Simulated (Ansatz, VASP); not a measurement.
# TiB2: VASP beside Ansatz

One calculation is typed for both programs; each brings its own data sets. How far apart do they land? The cell is taken from a series of runs on this material, whose earlier steps may have relaxed, scaled, displaced or heated it; both programs get it as it stands.

Main program and level: Ansatz 0.2.0; plane waves, with VASP 6.6.1 beside it; zone-centre phonons at PBEsol.

### 1. Set-up

Symmetry: P6/mmm, No. 191, hexagonal system. The conventional cell has a = 3.000 Å, b = 3.000 Å, c = 3.157 Å, α = 90.00°, β = 90.00°, γ = 120.00°. B has 3 B at 1.73 Å and 6 Ti at 2.34 Å nearest. Nearest to Ti lie 12 B at 2.34 Å. Farther neighbours are not listed.

### 2. VASP: zone-centre phonons, PBEsol

Second derivatives magnify differences that forces hide, and they need a tight electronic threshold.

Lines of VASP's logs that name or quote its potential files are left out, and so is its time.

Input file INCAR:

```
SYSTEM = TiB2
PREC = Accurate
ENCUT = 500
EDIFF = 1E-08
NELM = 120
ISMEAR = 1
SIGMA = 0.2
LREAL = .FALSE.
ALGO = Normal
GGA = PS
NBANDS = 15
LASPH = .TRUE.
LORBIT = 11
LWAVE = .FALSE.
LCHARG = .FALSE.
ISIF = 2
IBRION = 8
GGA_COMPAT = .FALSE.
KPAR = 2
```

Input file POSCAR:

```
TiB2
1.0
    2.9997775541      0.0000000000      0.0000000000
   -1.4998887770      2.5978835675      0.0000000000
    0.0000000000      0.0000000000      3.1573957734
B Ti
2 1
Direct
    0.3333333333      0.6666666667      0.5000000000
    0.6666666667      0.3333333333      0.5000000000
    0.0000000000      0.0000000000      0.0000000000
```

Input file KPOINTS:

```
Automatic mesh
0
Gamma
15 15 16
0 0 0
```

The projector-augmented-wave data sets are B and Ti_sv (PBE family, release 64).

Started as:

```
mpirun -np 2 vasp_std
```

Numbers of over 12 decimals in the logs are rounded to 6 here.

The log of the run:

```text
[banner, memory and clock lines left out]
running    2 mpi-ranks, on    1 nodes
 distrk:  each k-point on    1 cores,    2 groups
 distr:  one band on    1 cores,    1 groups

 POSCAR found type information on POSCAR B Ti
 POSCAR found :  2 types and       3 ions
|                                                                             |
|               ----> ADVICE to this user running VASP <----                  |
|                                                                             |
|     You enforced a specific xc type in the INCAR file but a different       |
|     [... a line on the potential file left out ...]
|     I HOPE YOU KNOW WHAT YOU ARE DOING!                                     |
|                                                                             |

 LDA part: xc-table for (Slater+PW92), standard interpolation
 POSCAR, INCAR and KPOINTS ok, starting setup
 FFT: planning ... GRIDC
 FFT: planning ... GRID_SOFT
 FFT: planning ... GRID
 WAVECAR not read
 entering main loop
       N       E                     dE             d eps       ncg     rms          rms(c)
DAV:   1     0.122835247606E+03    0.12284E+03   -0.89590E+03  7297   0.134E+03
DAV:   2    -0.232411457736E+02   -0.14608E+03   -0.14146E+03  7647   0.356E+02
DAV:   3    -0.306478999609E+02   -0.74068E+01   -0.73165E+01 10467   0.786E+01
DAV:   4    -0.308409865049E+02   -0.19309E+00   -0.19291E+00  9018   0.113E+01
DAV:   5    -0.308456331970E+02   -0.46467E-02   -0.46464E-02 10665   0.149E+00    0.181E+01
DAV:   6    -0.257594043500E+02    0.50862E+01   -0.20243E+01 10105   0.528E+01    0.402E+00
DAV:   7    -0.257785371531E+02   -0.19133E-01   -0.11035E+00  7717   0.119E+01    0.368E+00
DAV:   8    -0.257828891576E+02   -0.43520E-02   -0.83411E-02 11834   0.244E+00    0.683E-01
DAV:   9    -0.257818945028E+02    0.99465E-03   -0.24990E-02  8998   0.215E+00    0.187E-01
DAV:  10    -0.257817842186E+02    0.11028E-03   -0.33968E-03  9168   0.779E-01    0.134E-01
DAV:  11    -0.257816576191E+02    0.12660E-03   -0.25627E-04  9806   0.176E-01    0.617E-02
DAV:  12    -0.257816417706E+02    0.15848E-04   -0.66953E-05  9611   0.976E-02    0.146E-02
DAV:  13    -0.257816417694E+02    0.11350E-08   -0.42354E-06  8759   0.210E-02    0.412E-03
DAV:  14    -0.257816417481E+02    0.21322E-07   -0.90695E-07 11042   0.110E-02    0.828E-04
DAV:  15    -0.257816417144E+02    0.33713E-07   -0.26908E-08  7629   0.197E-03    0.424E-04
DAV:  16    -0.257816417354E+02   -0.21007E-07   -0.49083E-09  4422   0.730E-04    0.550E-05
DAV:  17    -0.257816417394E+02   -0.40036E-08   -0.89995E-10  3918   0.331E-04
   1 F= -.25781642E+02 E0= -.25781654E+02  d E =0.353179E-04
 Linear response reoptimize wavefunctions to high precision
DAV:   1    -0.257816417403E+02   -0.90154E-09   -0.14465E-10  4583   0.117E-04
DAV:   2    -0.257816417403E+02   -0.68212E-12   -0.38386E-11  3883   0.547E-05
 Linear response DOF=           4
 Linear response progress:
  Degree of freedom:   1/  4
       N       E                     dE             d eps       ncg     rms          rms(c)
RMM:   1    -0.507116175189E-01   -0.50712E-01   -0.27303E-02 70274   0.145E+00
RMM:   2    -0.451269464224E-01    0.55847E-02   -0.29755E-03 58841   0.376E-01    0.169E-01
RMM:   3    -0.449355030458E-01    0.19144E-03   -0.11329E-03 59534   0.191E-01    0.839E-02
RMM:   4    -0.455090901797E-01   -0.57359E-03   -0.80239E-04 59302   0.147E-01    0.906E-03
RMM:   5    -0.455023593421E-01    0.67308E-05   -0.14731E-04 71968   0.549E-02    0.333E-03
RMM:   6    -0.455257797570E-01   -0.23420E-04   -0.31810E-05 74620   0.231E-02    0.144E-03
RMM:   7    -0.455190846846E-01    0.66951E-05   -0.62836E-06 73069   0.978E-03    0.451E-04
RMM:   8    -0.455245834415E-01   -0.54988E-05   -0.12577E-06 74375   0.475E-03    0.230E-04
RMM:   9    -0.455229833565E-01    0.16001E-05   -0.57459E-07 74684   0.234E-03    0.695E-05
RMM:  10    -0.455232481695E-01   -0.26481E-06   -0.34253E-07 75615   0.118E-03    0.172E-05
RMM:  11    -0.455233381712E-01   -0.90002E-07   -0.89807E-08 76697   0.607E-04    0.146E-05
RMM:  12    -0.455233457903E-01   -0.76192E-08   -0.10175E-07 74920   0.328E-04    0.144E-05
RMM:  13    -0.455233021342E-01    0.43656E-07   -0.49938E-08 75235   0.179E-04    0.528E-06
RMM:  14    -0.455233023597E-01   -0.22552E-09   -0.36580E-08 78388   0.101E-04    0.236E-06
 first order change of Fermi-energy   0.67172E-04
 force on displaced ion       1 direction 1 : -21.133  -0.002   0.000
 Linear response progress:
  Degree of freedom:   2/  4
       N       E                     dE             d eps       ncg     rms          rms(c)
RMM:   1    -0.466793987138E-01   -0.46679E-01    0.10729E-02 23354   0.179E+00
RMM:   2    -0.446570846190E-01    0.20223E-02   -0.25229E-03 21722   0.359E-01    0.129E-01
RMM:   3    -0.445957515483E-01    0.61333E-04   -0.10822E-03 22225   0.189E-01    0.625E-02
RMM:   4    -0.450374410749E-01   -0.44169E-03   -0.57155E-04 22700   0.131E-01    0.123E-02
RMM:   5    -0.450869791443E-01   -0.49538E-04   -0.12408E-04 25838   0.555E-02    0.359E-03
RMM:   6    -0.451147640454E-01   -0.27785E-04   -0.24305E-05 26663   0.247E-02    0.143E-03
RMM:   7    -0.451027899773E-01    0.11974E-04   -0.59456E-06 26147   0.115E-02    0.581E-04
RMM:   8    -0.451058766876E-01   -0.30867E-05   -0.29499E-06 26774   0.576E-03    0.162E-04
RMM:   9    -0.451059087285E-01   -0.32041E-07   -0.42903E-06 26964   0.282E-03    0.130E-04
RMM:  10    -0.451058039659E-01    0.10476E-06   -0.27492E-06 26265   0.147E-03    0.106E-04
RMM:  11    -0.451063338568E-01   -0.52989E-06   -0.17897E-06 26342   0.760E-04    0.486E-05
RMM:  12    -0.451063146190E-01    0.19238E-07   -0.93906E-07 27619   0.397E-04    0.201E-05
RMM:  13    -0.451062854351E-01    0.29184E-07   -0.59098E-07 26862   0.219E-04    0.115E-05
RMM:  14    -0.451062691966E-01    0.16239E-07   -0.31825E-07 26454   0.121E-04    0.157E-05
RMM:  15    -0.451062644900E-01    0.47067E-08   -0.16389E-07 27296   0.641E-05    0.866E-06
RMM:  16    -0.451062584395E-01    0.60504E-08   -0.98297E-08 27607   0.358E-05    0.438E-06
 first order change of Fermi-energy  -0.28716E-03
 force on displaced ion       1 direction 3 :   0.000   0.000 -10.647
 Linear response progress:
  Degree of freedom:   3/  4
       N       E                     dE             d eps       ncg     rms          rms(c)
RMM:   1    -0.691230864305E+00   -0.69123E+00    0.50977E+00 17485   0.135E+02
RMM:   2    -0.651891625044E+00    0.39339E-01   -0.33061E-01 29065   0.515E+00    0.186E-01
RMM:   3    -0.650203009463E+00    0.16886E-02   -0.22405E-02 34273   0.124E+00    0.832E-02
RMM:   4    -0.649957212859E+00    0.24580E-03   -0.12571E-02 38334   0.566E-01    0.180E-02
RMM:   5    -0.650799555823E+00   -0.84234E-03   -0.11915E-03 39392   0.196E-01    0.940E-03
RMM:   6    -0.651111897901E+00   -0.31234E-03   -0.29358E-04 40758   0.841E-02    0.462E-03
RMM:   7    -0.651316519995E+00   -0.20462E-03   -0.71079E-05 39260   0.387E-02    0.763E-04
RMM:   8    -0.651346304026E+00   -0.29784E-04   -0.23530E-05 42045   0.174E-02    0.260E-04
RMM:   9    -0.651355733098E+00   -0.94291E-05   -0.13888E-05 41779   0.914E-03    0.125E-04
RMM:  10    -0.651358535920E+00   -0.28028E-05   -0.10067E-05 42825   0.489E-03    0.150E-04
RMM:  11    -0.651348915312E+00    0.96206E-05   -0.88152E-06 40022   0.320E-03    0.489E-04
RMM:  12    -0.651363503398E+00   -0.14588E-04   -0.78999E-06 36691   0.233E-03    0.105E-04
RMM:  13    -0.651367084854E+00   -0.35815E-05   -0.52072E-06 41103   0.160E-03    0.181E-05
RMM:  14    -0.651367242755E+00   -0.15790E-06   -0.26140E-06 43099   0.118E-03    0.289E-05
RMM:  15    -0.651367162591E+00    0.80164E-07   -0.21477E-06 42877   0.932E-04    0.386E-05
RMM:  16    -0.651367141531E+00    0.21060E-07   -0.16006E-06 41336   0.777E-04    0.417E-05
RMM:  17    -0.651367269930E+00   -0.12840E-06   -0.12399E-06 41335   0.666E-04    0.418E-05
RMM:  18    -0.651367297201E+00   -0.27271E-07   -0.96670E-07 42080   0.577E-04    0.446E-05
 first order change of Fermi-energy   0.41060E-03
 force on displaced ion       3 direction 1 : -16.185   0.000   0.000
 Linear response progress:
  Degree of freedom:   4/  4
       N       E                     dE             d eps       ncg     rms          rms(c)
RMM:   1    -0.791708505281E+00   -0.79171E+00   -0.19730E+00  7517   0.131E+02
RMM:   2    -0.740565551453E+00    0.51143E-01   -0.30940E-01 11956   0.476E+00    0.204E-01
RMM:   3    -0.739581015706E+00    0.98454E-03   -0.23552E-02 13942   0.119E+00    0.925E-02
RMM:   4    -0.740043996706E+00   -0.46298E-03   -0.16377E-02 15258   0.583E-01    0.248E-02
RMM:   5    -0.740963927079E+00   -0.91993E-03   -0.15589E-03 16173   0.194E-01    0.200E-02
RMM:   6    -0.742397219880E+00   -0.14333E-02   -0.30082E-04 14148   0.100E-01    0.127E-02
RMM:   7    -0.741913650090E+00    0.48357E-03   -0.85461E-05 15091   0.437E-02    0.137E-03
RMM:   8    -0.741959017082E+00   -0.45367E-04   -0.22388E-05 16692   0.203E-02    0.589E-04
RMM:   9    -0.741975059028E+00   -0.16042E-04   -0.17844E-05 17017   0.102E-02    0.244E-04
RMM:  10    -0.741977654577E+00   -0.25955E-05   -0.14267E-05 16886   0.575E-03    0.174E-04
RMM:  11    -0.741980119710E+00   -0.24651E-05   -0.88931E-06 16855   0.353E-03    0.140E-04
RMM:  12    -0.741982699161E+00   -0.25795E-05   -0.86280E-06 16839   0.243E-03    0.103E-04
RMM:  13    -0.741991169983E+00   -0.84708E-05   -0.56987E-06 15354   0.193E-03    0.116E-04
RMM:  14    -0.741986998210E+00    0.41718E-05   -0.58424E-06 15717   0.149E-03    0.219E-05
RMM:  15    -0.741987549578E+00   -0.55137E-06   -0.40810E-06 16443   0.114E-03    0.150E-05
RMM:  16    -0.741987488652E+00    0.60926E-07   -0.42204E-06 17224   0.935E-04    0.269E-05
RMM:  17    -0.741987329942E+00    0.15871E-06   -0.27829E-06 17267   0.780E-04    0.334E-05
RMM:  18    -0.741987452148E+00   -0.12221E-06   -0.29162E-06 16933   0.660E-04    0.363E-05
RMM:  19    -0.741987441349E+00    0.10799E-07   -0.21559E-06 16277   0.566E-04    0.419E-05
RMM:  20    -0.741987418591E+00    0.22757E-07   -0.22745E-06 14886   0.494E-04    0.402E-05
RMM:  21    -0.741987583688E+00   -0.16510E-06   -0.16262E-06 14652   0.431E-04    0.351E-05
 first order change of Fermi-energy   0.21762E-02
 force on displaced ion       3 direction 3 :   0.000  -0.000 -16.587
 Linear response finished
```

Parts of OUTCAR (step 2):

```text
ion  position               nearest neighbor table
   1  0.333  0.667  0.500-   2 1.73   2 1.73   2 1.73   3 2.34   3 2.34   3 2.34   3 2.34   3 2.34
                             3 2.34
   2  0.667  0.333  0.500-   1 1.73   1 1.73   1 1.73   3 2.34   3 2.34   3 2.34   3 2.34   3 2.34
                             3 2.34
   3  0.000  0.000  0.000-   1 2.34   2 2.34   1 2.34   2 2.34   1 2.34   1 2.34   2 2.34   2 2.34
                             2 2.34   2 2.34   1 2.34   1 2.34

  LATTYP: Found a hexagonal cell.
 ALAT       =     2.9997775541
 C/A-ratio  =     1.0525433024

 Subroutine GETGRP returns: Found 24 space group operations
 (whereof 24 operations were pure point group operations)

The static configuration has the point symmetry D_6h.

 Found    243 irreducible k-points:

   k-points           NKPTS =    243   k-points in BZ     NKDIM =    243   number of bands    NBANDS=     15

   dimension x,y,z NGX =    24 NGY =   24 NGZ =   24
   dimension x,y,z NGXF=    48 NGYF=   48 NGZF=   48

   ENCUT  =  500.0 eV  36.75 Ry    6.06 a.u.   5.47  5.47  5.76*2*pi/ulx,y,z

   NELECT =      18.0000    total number of electrons

 k-points in reciprocal lattice and weights: Automatic mesh
   0.00000000  0.00000000  0.00000000       0.000
   0.06666667  0.00000000  0.00000000       0.002
   0.13333333  0.00000000  0.00000000       0.002
   0.20000000  0.00000000  0.00000000       0.002
   0.26666667  0.00000000  0.00000000       0.002
   0.33333333  0.00000000  0.00000000       0.002
   0.40000000  0.00000000  0.00000000       0.002
   0.46666667  0.00000000  0.00000000       0.002
   0.06666667  0.06666667  0.00000000       0.002
[...]
0.33333333  0.26666667  0.50000000       0.003
   0.33333333  0.33333333  0.50000000       0.001

 average (electrostatic) potential at core
       1 -21.9163       2 -21.9163       3 -70.1233

  Total        0.9176598      0.9176598      0.8960019      0.0000000      0.0000000      0.0000000
  in kB       59.7522876     59.7522876     58.3420608      0.0000000      0.0000000      0.0000000
  external PRESSURE =      59.2822120 kB  Pullay stress =       0.0000000 kB

  energy-cutoff  :      500.00
  volume of cell :       24.61
      direct lattice vectors                 reciprocal lattice vectors
     2.999777554  0.000000000  0.000000000     0.333358051  0.192464361  0.000000000
    -1.499888777  2.597883567  0.000000000     0.000000000  0.384928721  0.000000000
     0.000000000  0.000000000  3.157395773     0.000000000  0.000000000  0.316716710

 POSITION                                       TOTAL-FORCE (eV/Angst)
 -----------------------------------------------------------------------------------
     -0.00000      1.73192      1.57870         0.000000      0.000000      0.000000
      1.49989      0.86596      1.57870        -0.000000      0.000000      0.000000
      0.00000      0.00000      0.00000        -0.000000      0.000000      0.000000
 -----------------------------------------------------------------------------------
    total drift:                               -0.000000      0.000000      0.000000

 Eigenvectors and eigenvalues of the dynamical matrix
 ----------------------------------------------------

   1 f  =   27.803753 THz   174.696134 2PiTHz  927.433383 cm-1   114.987033 meV
             X         Y         Z           dx          dy          dz
     -0.000000  1.731922  1.578698    -0.657089   -0.261216    0.000000
      1.499889  0.865961  1.578698     0.657089    0.261216   -0.000000
      0.000000  0.000000  0.000000    -0.000000    0.000000    0.000000

   2 f  =   27.803753 THz   174.696134 2PiTHz  927.433383 cm-1   114.987033 meV
             X         Y         Z           dx          dy          dz
     -0.000000  1.731922  1.578698     0.261216   -0.657089   -0.000000
      1.499889  0.865961  1.578698    -0.261216    0.657089    0.000000
      0.000000  0.000000  0.000000     0.000000    0.000000    0.000000

   3 f  =   17.141931 THz   107.705931 2PiTHz  571.793279 cm-1    70.893299 meV
             X         Y         Z           dx          dy          dz
     -0.000000  1.731922  1.578698    -0.000000    0.000000    0.707107
      1.499889  0.865961  1.578698    -0.000000   -0.000000   -0.707107
      0.000000  0.000000  0.000000     0.000000    0.000000    0.000000

   4 f  =   16.498748 THz   103.664692 2PiTHz  550.338997 cm-1    68.233309 meV
             X         Y         Z           dx          dy          dz
     -0.000000  1.731922  1.578698    -0.000000   -0.000000   -0.586923
      1.499889  0.865961  1.578698    -0.000000   -0.000000   -0.586923
      0.000000  0.000000  0.000000     0.000000    0.000000    0.557711

   5 f  =   16.280974 THz   102.296377 2PiTHz  543.074836 cm-1    67.332668 meV
             X         Y         Z           dx          dy          dz
     -0.000000  1.731922  1.578698    -0.545156   -0.216723   -0.000000
      1.499889  0.865961  1.578698    -0.545156   -0.216723    0.000000
      0.000000  0.000000  0.000000     0.518784    0.206239   -0.000000

   6 f  =   16.280974 THz   102.296377 2PiTHz  543.074836 cm-1    67.332668 meV
             X         Y         Z           dx          dy          dz
     -0.000000  1.731922  1.578698    -0.216723    0.545156   -0.000000
      1.499889  0.865961  1.578698    -0.216723    0.545156   -0.000000
      0.000000  0.000000  0.000000     0.206239   -0.518784    0.000000

   7 f/i=    0.001015 THz     0.006376 2PiTHz    0.033850 cm-1     0.004197 meV
             X         Y         Z           dx          dy          dz
     -0.000000  1.731922  1.578698     0.000000   -0.000000    0.394362
      1.499889  0.865961  1.578698     0.000000   -0.000000    0.394362
      0.000000  0.000000  0.000000     0.000000   -0.000000    0.830035

   8 f/i=    0.010062 THz     0.063223 2PiTHz    0.335643 cm-1     0.041614 meV
             X         Y         Z           dx          dy          dz
     -0.000000  1.731922  1.578698    -0.128090    0.373401    0.000000
      1.499889  0.865961  1.578698    -0.128090    0.373401    0.000000
      0.000000  0.000000  0.000000    -0.269203    0.784766    0.000000

   9 f/i=    0.010062 THz     0.063223 2PiTHz    0.335643 cm-1     0.041614 meV
             X         Y         Z           dx          dy          dz
     -0.000000  1.731922  1.578698    -0.373401   -0.128090   -0.000000
      1.499889  0.865961  1.578698    -0.373401   -0.128090   -0.000000
      0.000000  0.000000  0.000000    -0.784766   -0.269203   -0.000000

 ELASTIC MODULI CONTR FROM IONIC RELAXATION (kBar)
 Direction    XX          YY          ZZ          XY          YZ          ZX
 --------------------------------------------------------------------------------
 XX         -63.7047     63.7047     -0.0000     -0.0000      0.0000      0.0000
 YY          63.7047    -63.7047      0.0000     -0.0000      0.0000      0.0000
 ZZ          -0.0000      0.0000     -0.0000      0.0000      0.0000      0.0000
 XY          -0.0000     -0.0000      0.0000    -63.7047      0.0000      0.0000
 YZ           0.0000      0.0000      0.0000      0.0000      0.0000      0.0000
 ZX           0.0000      0.0000      0.0000      0.0000      0.0000      0.0000
 --------------------------------------------------------------------------------
```

(Part 1 of 2 ends here.)

[Lines on the potential files, build, host, timing and source positions are cut from VASP's logs without a mark.]

[Logs are printed without paths, hosts, clocks, repeated set-up lines and the standing remarks that a program may print on its own settings, such as how far it seeks lower states.]

[Hosts, paths, dates, database ids (printed as entryN), source tags and the programs' standing remarks are cut or masked in the printed files.]
